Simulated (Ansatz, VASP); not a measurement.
# V (V wire along [100], 16 atoms a period): VASP beside Ansatz, part 2 of 2

One calculation is typed for both programs; each brings its own data sets. How far apart do they land? Of the first pair: The structure shown is the start of the Ansatz relaxation below; VASP solves that cell, so the two are compared at the walk's first step.

VASP 6.6.1 and Ansatz 0.2.0.

So far: The starting structure; Ansatz: relaxation, PBE.

## (3) VASP: single point, PBE, start cell, pair 1

Level of this step: PBE, no spin polarisation; plane waves and PAW (V_sv) (VASP).

The same cell, functional, mesh and smearing now go to VASP, with its own data sets.

Lines of VASP's logs that name or quote its potential files are left out, and so is its time.

Contents of INCAR:

```
SYSTEM = V
PREC = Accurate
ENCUT = 400
EDIFF = 1E-06
NELM = 120
ISMEAR = -1
SIGMA = 0.05
LREAL = .FALSE.
ALGO = Normal
GGA = PE
NBANDS = 128
LASPH = .TRUE.
LORBIT = 11
LWAVE = .FALSE.
LCHARG = .FALSE.
ISIF = 2
GGA_COMPAT = .FALSE.
KPAR = 4
```

Contents of POSCAR:

```
V
1.0
   15.7700000000      0.0000000000      0.0000000000
    0.0000000000     15.7700000000      0.0000000000
    0.0000000000      0.0000000000      2.9900000000
V
16
Direct
    0.2155992391      0.5000000000      0.0000000000
    0.4051997464      0.3103994927      0.0000000000
    0.4051997464      0.5000000000      0.0000000000
    0.4051997464      0.6896005073      0.0000000000
    0.5948002536      0.3103994927      0.0000000000
    0.5948002536      0.5000000000      0.0000000000
    0.5948002536      0.6896005073      0.0000000000
    0.7844007609      0.5000000000      0.0000000000
    0.3103994927      0.4051997464      0.5000000000
    0.3103994927      0.5948002536      0.5000000000
    0.5000000000      0.2155992391      0.5000000000
    0.5000000000      0.4051997464      0.5000000000
    0.5000000000      0.5948002536      0.5000000000
    0.5000000000      0.7844007609      0.5000000000
    0.6896005073      0.4051997464      0.5000000000
    0.6896005073      0.5948002536      0.5000000000
```

Contents of KPOINTS:

```
Automatic mesh
0
Gamma
1 1 27
0 0 0
```

The projector-augmented-wave data sets are V_sv (PBE family, release 64).

Started as:

```bash
$ mpirun -np 4 vasp_std
```

Numbers of over 12 decimals in the logs are rounded to 6 here.

Log:

```text
[banner, memory and clock lines left out]
running    4 mpi-ranks, on    1 nodes
 distrk:  each k-point on    1 cores,    4 groups
 distr:  one band on    1 cores,    1 groups

 POSCAR found type information on POSCAR V
 POSCAR found :  1 types and      16 ions
 LDA part: xc-table for (Slater+PW92), standard interpolation
 POSCAR, INCAR and KPOINTS ok, starting setup
 FFT: planning ... GRIDC
 FFT: planning ... GRID_SOFT
 FFT: planning ... GRID
 WAVECAR not read
 entering main loop
       N       E                     dE             d eps       ncg     rms          rms(c)
DAV:   1     0.226695779375E+04    0.22670E+04   -0.12255E+05  5040   0.124E+03
DAV:   2    -0.477876505408E+02   -0.23147E+04   -0.22660E+04  3664   0.466E+02
DAV:   3    -0.156409547101E+03   -0.10862E+03   -0.10394E+03  5032   0.995E+01
DAV:   4    -0.160789861417E+03   -0.43803E+01   -0.42347E+01  4712   0.164E+01
DAV:   5    -0.160941323620E+03   -0.15146E+00   -0.14921E+00  4728   0.275E+00    0.639E+01
DAV:   6    -0.246732428008E+03   -0.85791E+02   -0.10177E+03  5072   0.830E+01    0.932E+01
DAV:   7    -0.158523213749E+03    0.88209E+02   -0.12690E+03  4856   0.814E+01    0.471E+01
DAV:   8    -0.159859051057E+03   -0.13358E+01   -0.47030E+02  4944   0.569E+01    0.601E+01
DAV:   9    -0.131494187591E+03    0.28365E+02   -0.22264E+02  4856   0.371E+01    0.177E+01
DAV:  10    -0.130349164908E+03    0.11450E+01   -0.16581E+01  4784   0.956E+00    0.129E+01
DAV:  11    -0.129020020358E+03    0.13291E+01   -0.22013E+00  4576   0.546E+00    0.689E+00
DAV:  12    -0.128618958121E+03    0.40106E+00   -0.84288E-01  4752   0.352E+00    0.375E+00
DAV:  13    -0.128422461589E+03    0.19650E+00   -0.17145E+00  4376   0.498E+00    0.175E+00
DAV:  14    -0.128413466661E+03    0.89949E-02   -0.12071E-01  4264   0.127E+00    0.794E-01
[...]
DAV:  23    -0.128421365725E+03   -0.46344E-04   -0.12918E-05  3304   0.141E-02    0.554E-03
DAV:  24    -0.128421382783E+03   -0.17059E-04   -0.54547E-06  3328   0.970E-03    0.629E-03
DAV:  25    -0.128421404293E+03   -0.21509E-04   -0.32618E-06  2832   0.471E-03    0.392E-03
DAV:  26    -0.128421415383E+03   -0.11091E-04   -0.15997E-06  2768   0.474E-03    0.382E-03
DAV:  27    -0.128421420527E+03   -0.51441E-05   -0.40981E-07  2352   0.304E-03    0.202E-03
DAV:  28    -0.128421421905E+03   -0.13773E-05   -0.10571E-07  2136   0.886E-04    0.155E-03
DAV:  29    -0.128421422943E+03   -0.10381E-05   -0.21730E-07  2192   0.214E-03    0.871E-04
DAV:  30    -0.128421423086E+03   -0.14327E-06   -0.48481E-08  2128   0.734E-04
   1 F= -.12842142E+03 E0= -.12829458E+03  d E =-.253678E+00
```

From OUTCAR (step 3):

```text
ion  position               nearest neighbor table
   1  0.216  0.500  0.000-   9 2.59  10 2.59   9 2.59  10 2.59
   2  0.405  0.310  0.000-  11 2.59  11 2.59  12 2.59  12 2.59   9 2.59   9 2.59
   3  0.405  0.500  0.000-  12 2.59  13 2.59  12 2.59  13 2.59   9 2.59  10 2.59   9 2.59  10 2.59

  LATTYP: Found a simple tetragonal cell.
 ALAT       =    15.7700000000
 C/A-ratio  =     0.1896005073

 Subroutine GETGRP returns: Found 16 space group operations
 (whereof  8 operations were pure point group operations)

The static configuration has the point symmetry D_2h.
 The point group associated with its full space group is D_4h.

 Found     14 irreducible k-points:

   k-points           NKPTS =     14   k-points in BZ     NKDIM =     14   number of bands    NBANDS=    128

   dimension x,y,z NGX =   108 NGY =  108 NGZ =   20
   dimension x,y,z NGXF=   216 NGYF=  216 NGZF=   40

   ENCUT  =  400.0 eV  29.40 Ry    5.42 a.u.  25.72 25.72  4.88*2*pi/ulx,y,z

   NELECT =     208.0000    total number of electrons

 k-points in reciprocal lattice and weights: Automatic mesh
   0.00000000  0.00000000  0.00000000       0.037
   0.00000000  0.00000000  0.03703704       0.074
   0.00000000  0.00000000  0.07407407       0.074
   0.00000000  0.00000000  0.11111111       0.074
   0.00000000  0.00000000  0.14814815       0.074
   0.00000000  0.00000000  0.18518519       0.074
   0.00000000  0.00000000  0.22222222       0.074
   0.00000000  0.00000000  0.25925926       0.074
   0.00000000  0.00000000  0.29629630       0.074
[...]
0.00000000  0.00000000  0.44444444       0.074
   0.00000000  0.00000000  0.48148148       0.074

 average (electrostatic) potential at core
       1 -80.2076       2 -80.0289       3 -79.9376       4 -80.0289       5 -80.0289
       6 -79.9376       7 -80.0289       8 -80.2076       9 -80.0289      10 -80.0289
      11 -80.2076      12 -79.9376      13 -79.9376      14 -80.2076      15 -80.0289
      16 -80.0289

 E-fermi :   0.1025

 k-point     1 :       0.0000    0.0000    0.0000
  band No.  band energies     occupation
    ...
     93      -0.4036      1.99992
     94      -0.1521      1.98778
     95      -0.0903      1.95863
     96      -0.0903      1.95863
     97      -0.0276      1.86209
     98       0.1756      0.37619
     99       0.2036      0.23379
    100       0.2096      0.21041
    101       0.2249      0.15934
    102       0.2249      0.15934
    ...

 k-point     2 :       0.0000    0.0000    0.0370
  band No.  band energies     occupation
    ...
     97      -0.0532      1.91497
     98       0.0493      1.48688
     99       0.0879      1.14522
    100       0.1494      0.56267
    101       0.1494      0.56267
    102       0.2738      0.06305
    103       0.2738      0.06305
    104       0.2920      0.04425
    105       0.3353      0.01883
    106       0.4100      0.00426
    ...

 k-point     3 :       0.0000    0.0000    0.0741
  band No.  band energies     occupation
    ...
     97      -0.1146      1.97434
     98      -0.0816      1.95095
     99      -0.0333      1.87592
    100       0.0354      1.58593
    101       0.0354      1.58593
    102       0.2514      0.09697
    103       0.2565      0.08792
    104       0.2565      0.08792
    105       0.4350      0.00259
    106       0.5114      0.00056
    ...

  Total      -19.7057370    -19.7057370    -20.2735340     -0.0000000      0.0000000      0.0000000
  in kB      -42.4588952    -42.4588952    -43.6822971     -0.0000000      0.0000000      0.0000000
  external PRESSURE =     -42.8666958 kB  Pullay stress =       0.0000000 kB

  energy-cutoff  :      400.00
  volume of cell :      743.59
      direct lattice vectors                 reciprocal lattice vectors
    15.770000000  0.000000000  0.000000000     0.063411541  0.000000000  0.000000000
     0.000000000 15.770000000  0.000000000     0.000000000  0.063411541  0.000000000
     0.000000000  0.000000000  2.990000000     0.000000000  0.000000000  0.334448161

 POSITION                                       TOTAL-FORCE (eV/Angst)
 -----------------------------------------------------------------------------------
      3.40000      7.88500      0.00000         1.992506      0.000000      0.000000
      6.39000      4.89500      0.00000         0.760441     -0.340412     -0.000000
      6.39000      7.88500      0.00000        -0.312524     -0.000000      0.000000
      6.39000     10.87500      0.00000         0.760441      0.340412      0.000000
      9.38000      4.89500      0.00000        -0.760441     -0.340412      0.000000
      9.38000      7.88500      0.00000         0.312524      0.000000      0.000000
      9.38000     10.87500      0.00000        -0.760441      0.340412      0.000000
     12.37000      7.88500      0.00000        -1.992506      0.000000      0.000000
      4.89500      6.39000      1.49500        -0.340412      0.760441      0.000000
      4.89500      9.38000      1.49500        -0.340412     -0.760441      0.000000
      7.88500      3.40000      1.49500        -0.000000      1.992506      0.000000
      7.88500      6.39000      1.49500         0.000000     -0.312524      0.000000
      7.88500      9.38000      1.49500         0.000000      0.312524      0.000000
      7.88500     12.37000      1.49500         0.000000     -1.992506     -0.000000
     10.87500      6.39000      1.49500         0.340412      0.760441      0.000000
     10.87500      9.38000      1.49500         0.340412     -0.760441      0.000000
 -----------------------------------------------------------------------------------
    total drift:                                0.000000     -0.000000      0.000000

  FREE ENERGIE OF THE ION-ELECTRON SYSTEM (eV)
  ---------------------------------------------------
  free  energy   TOTEN  =      -128.4214230860 eV

  energy  without entropy=     -128.1677450282  energy(sigma->0) =     -128.29458406

 total charge
# of ion       s       p       d       tot
------------------------------------------
    1        2.332   6.069   3.069  11.470
    2        2.329   6.153   3.061  11.543
    3        2.339   6.239   3.054  11.632
    4        2.329   6.153   3.061  11.543
    5        2.329   6.153   3.061  11.543
    6        2.339   6.239   3.054  11.632
    7        2.329   6.153   3.061  11.543
    8        2.332   6.069   3.069  11.470
    9        2.329   6.153   3.061  11.543
   10        2.329   6.153   3.061  11.543
   11        2.332   6.069   3.069  11.470
   12        2.339   6.239   3.054  11.632
   13        2.339   6.239   3.054  11.632
   14        2.332   6.069   3.069  11.470
   15        2.329   6.153   3.061  11.543
   16        2.329   6.153   3.061  11.543
--------------------------------------------------
tot         37.321  98.455  48.979 184.756

[... 3 further parts left out ...]
```

## (4) Side by side

Known differences besides the potentials themselves: the cutoff is 420 eV in Ansatz and 400 eV in VASP. Total energies have different zeros and are not compared.

Forces on 7 of the 16 atoms, those with the largest forces and the largest differences (eV/Å; atoms numbered as in POSCAR):

```
atom         Ansatz x, y, z           VASP x, y, z
  V1    2.019, 0.000, 0.000    1.993, 0.000, 0.000
  V4    0.772, 0.334, 0.000    0.760, 0.340, 0.000
  V5  -0.772, -0.334, 0.000  -0.760, -0.340, 0.000
  V7   -0.772, 0.334, 0.000   -0.760, 0.340, 0.000
  V8   -2.019, 0.000, 0.000   -1.993, 0.000, 0.000
 V11    0.000, 2.019, 0.000    0.000, 1.993, 0.000
 V14   0.000, -2.019, 0.000   0.000, -1.993, 0.000
```

The forces differ by 9.4 meV/Å r.m.s., which is 1.4 % of the r.m.s. force of 0.674 eV/Å (both taken over all components).

## (5) Ansatz: relaxation, PBE

This run makes the geometry at which the two programs are then compared. The cell compared in this pair holds 736.90 Å³, against 743.59 Å³ for the pair before.

The structure compared here is the end of the Ansatz relaxation.

Contents of input.yaml:

```yaml
crystal:
  lattice:
    - [15.77, 0.0, 0.0]
    - [0.0, 15.77, 0.0]
    - [0.0, 0.0, 2.99]
  atoms:
    - { symbol: V, position: [0.215599239, 0.5, 0.0] }
    - { symbol: V, position: [0.405199746, 0.310399493, 0.0] }
    - { symbol: V, position: [0.405199746, 0.5, 0.0] }
    - { symbol: V, position: [0.405199746, 0.689600507, 0.0] }
    - { symbol: V, position: [0.594800254, 0.310399493, 0.0] }
    - { symbol: V, position: [0.594800254, 0.5, 0.0] }
    - { symbol: V, position: [0.594800254, 0.689600507, 0.0] }
    - { symbol: V, position: [0.784400761, 0.5, 0.0] }
    - { symbol: V, position: [0.310399493, 0.405199746, 0.5] }
    - { symbol: V, position: [0.310399493, 0.594800254, 0.5] }
    - { symbol: V, position: [0.5, 0.215599239, 0.5] }
    - { symbol: V, position: [0.5, 0.405199746, 0.5] }
    - { symbol: V, position: [0.5, 0.594800254, 0.5] }
    - { symbol: V, position: [0.5, 0.784400761, 0.5] }
    - { symbol: V, position: [0.689600507, 0.405199746, 0.5] }
    - { symbol: V, position: [0.689600507, 0.594800254, 0.5] }
kpoints:
  mp_grid: { grid: [1, 1, 27] }
scf:
  occupations: { method: fermi_dirac, width: 0.05 }
hamiltonian:
  xc: pbe
  pseudopotentials: { kind: paw, azcp: { folder: soft_1 } }
relax:
  cell: { fix: [a, b, alpha, beta, gamma] }
  max_steps: 45
  f_tol: 0.03
```

Started as:

```bash
$ ansatz run input.yaml --threads 4 --pin off --max-ram 16384MiB --backend cpu --events-out ev --progress --plain --runs-dir out
```

Log:

```text
[...]
Crystal: 16 atoms, lattice volume = 743.592 Å³
Basis set: ecut = 420 eV, 14361 PW (Γ), exchange–correlation on 216×216×40 points (8 copies of the dense FFT grid, shifted against one another)
Bands: 125, of which v1, the nominal top of the filled ones, is band 104 counted from 1 (103 counted from 0)
Symmetry: 16 space group operations
[...]
k-points: 14 of 27
[...]
- { symbol: V, position: [0.589563, 0.312708, 0.0] }
    - { symbol: V, position: [0.592942, 0.500000, 0.0] }
    - { symbol: V, position: [0.589563, 0.687292, 0.0] }
    - { symbol: V, position: [0.766886, 0.500000, 0.0] }
[...]
- { symbol: V, position: [0.500000, 0.592942, 0.500000] }
    - { symbol: V, position: [0.500000, 0.766886, 0.500000] }
    - { symbol: V, position: [0.687292, 0.410437, 0.500000] }
    - { symbol: V, position: [0.687292, 0.589563, 0.500000] }
[key lines of the parts left out:]
SCF converged after 7 iterations
Free energy (F): -46584.653131 eV
Fermi energy:    2.156598 eV
P = ⅓ Tr σ = 0.0070 GPa (0.070 kbar)
```

## (6) VASP: single point, PBE, relaxed cell, pair 2

The same cell, functional, mesh and smearing now go to VASP, with its own data sets.

INCAR, as its differences from that of step 3:

```diff
@@ -2,3 +2,3 @@
 PREC = Accurate
-ENCUT = 400
+ENCUT = 500
 EDIFF = 1E-06
```

Contents of POSCAR:

```
V
1.0
   15.7700000000      0.0000000000      0.0000000000
    0.0000000000     15.7700000000      0.0000000000
    0.0000000000      0.0000000000      2.9631039710
V
16
Direct
    0.2331135233      0.5000000000      0.0000000000
    0.4104373767      0.3127082469      0.0000000000
    0.4070579251      0.5000000000      0.0000000000
    0.4104373767      0.6872917531      0.0000000000
    0.5895626233      0.3127082469      0.0000000000
    0.5929420749      0.5000000000      0.0000000000
    0.5895626233      0.6872917531      0.0000000000
    0.7668864767      0.5000000000      0.0000000000
    0.3127082469      0.4104373767      0.5000000000
    0.3127082469      0.5895626233      0.5000000000
    0.5000000000      0.2331135233      0.5000000000
    0.5000000000      0.4070579251      0.5000000000
    0.5000000000      0.5929420749      0.5000000000
    0.5000000000      0.7668864767      0.5000000000
    0.6872917531      0.4104373767      0.5000000000
    0.6872917531      0.5895626233      0.5000000000
```

KPOINTS is that of step 3.

Started as:

```bash
$ mpirun -np 4 vasp_std
```

Log:

```text
[... set-up lines as in an earlier step ...]
 entering main loop
       N       E                     dE             d eps       ncg     rms          rms(c)
DAV:   1     0.280235980964E+04    0.28024E+04   -0.12957E+05  4664   0.146E+03
DAV:   2    -0.163562339242E+02   -0.28187E+04   -0.27595E+04  3640   0.517E+02
DAV:   3    -0.154092553401E+03   -0.13774E+03   -0.13252E+03  5048   0.124E+02
DAV:   4    -0.159346877695E+03   -0.52543E+01   -0.51299E+01  4776   0.195E+01
[...]
DAV:  28    -0.129962714523E+03   -0.20115E-05   -0.15621E-07  2256   0.962E-04    0.153E-03
DAV:  29    -0.129962715605E+03   -0.10822E-05   -0.12053E-07  2200   0.218E-03    0.508E-04
DAV:  30    -0.129962715947E+03   -0.34136E-06   -0.94354E-08  2168   0.961E-04
   1 F= -.12996272E+03 E0= -.12987540E+03  d E =-.174628E+00
```

From OUTCAR (step 6):

```text
  Total        0.2611194      0.2611194      0.3519776      0.0000000      0.0000000      0.0000000
  in kB        0.5677269      0.5677269      0.7652712      0.0000000      0.0000000      0.0000000
  external PRESSURE =       0.6335750 kB  Pullay stress =       0.0000000 kB

 POSITION                                       TOTAL-FORCE (eV/Angst)
 -----------------------------------------------------------------------------------
      3.67620      7.88500      0.00000        -0.058113      0.000000      0.000000
      6.47260      4.93141      0.00000        -0.040170      0.014905     -0.000000
      6.41930      7.88500      0.00000         0.011417      0.000000     -0.000000
      6.47260     10.83859      0.00000        -0.040170     -0.014905      0.000000
      9.29740      4.93141      0.00000         0.040170      0.014905      0.000000
      9.35070      7.88500      0.00000        -0.011417      0.000000      0.000000
      9.29740     10.83859      0.00000         0.040170     -0.014905      0.000000
     12.09380      7.88500      0.00000         0.058113      0.000000      0.000000
      4.93141      6.47260      1.48155         0.014905     -0.040170      0.000000
      4.93141      9.29740      1.48155         0.014905      0.040170      0.000000
      7.88500      3.67620      1.48155        -0.000000     -0.058113      0.000000
      7.88500      6.41930      1.48155        -0.000000      0.011417      0.000000
      7.88500      9.35070      1.48155        -0.000000     -0.011417     -0.000000
      7.88500     12.09380      1.48155        -0.000000      0.058113      0.000000
     10.83859      6.47260      1.48155        -0.014905     -0.040170     -0.000000
     10.83859      9.29740      1.48155        -0.014905      0.040170     -0.000000
 -----------------------------------------------------------------------------------
    total drift:                               -0.000000      0.000000      0.000000

  FREE ENERGIE OF THE ION-ELECTRON SYSTEM (eV)
  ---------------------------------------------------
  free  energy   TOTEN  =      -129.9627159466 eV

  energy  without entropy=     -129.7880876885  energy(sigma->0) =     -129.87540182

[... 1 part as in an earlier step ...]

[... 2 further parts left out ...]
[key lines of the parts left out:]
E-fermi :   0.1530
```

## (7) Side by side

What differs besides the data sets and the points named for the pairs above, as far as they apply: the cutoff is 420 eV in Ansatz and 500 eV in VASP; Ansatz's pressure holds a Pulay correction, VASP's none. Total energies have different zeros and are not compared.

Both answers:

```
      quantity  Ansatz  VASP  difference
pressure (GPa)    0.01  0.06       -0.06
```

Forces on 7 of the 16 atoms, those with the largest forces and the largest differences (eV/Å; atoms numbered as in POSCAR):

```
atom         Ansatz x, y, z           VASP x, y, z
  V1   -0.001, 0.000, 0.000   -0.058, 0.000, 0.000
  V4  -0.001, -0.002, 0.000  -0.040, -0.015, 0.000
  V5    0.001, 0.002, 0.000    0.040, 0.015, 0.000
  V7   0.001, -0.002, 0.000   0.040, -0.015, 0.000
  V8    0.001, 0.000, 0.000    0.058, 0.000, 0.000
 V11   0.000, -0.001, 0.000   0.000, -0.058, 0.000
 V14    0.000, 0.001, 0.000    0.000, 0.058, 0.000
```

The forces differ by 24 meV/Å r.m.s., where the r.m.s. force is 0.001 eV/Å in Ansatz and 0.024 eV/Å in VASP: the atoms lie near their places of rest in Ansatz, so a percentage would say little (all taken over all components).

## (8) Results

| Property | Result |
| --- | --- |
| r.m.s. force difference (single point, PBE, start cell, pair 1) | 1.4 % of the r.m.s. force |
| r.m.s. force difference (single point, PBE, relaxed cell, pair 2) | 24 meV/Å |

**Reading.** The r.m.s. force difference is 24 meV/Å (single point, PBE, relaxed cell, pair 2), beyond the 12 meV/Å picked in this series as the mark of a large difference. What causes the difference of the single point, PBE, relaxed cell, pair 2 pair stays open here. How closely two codes agree says nothing of how well the functional describes the real material.

[Lines on the potential files, build, host, timing and source positions are cut from VASP's logs without a mark.]

[Logs are printed without paths, hosts, clocks, repeated set-up lines and the standing remarks that a program may print on its own settings, such as how far it seeks lower states.]

[Hosts, paths, dates, database ids (printed as entryN), source tags and the programs' standing remarks are cut or masked in the printed files.]
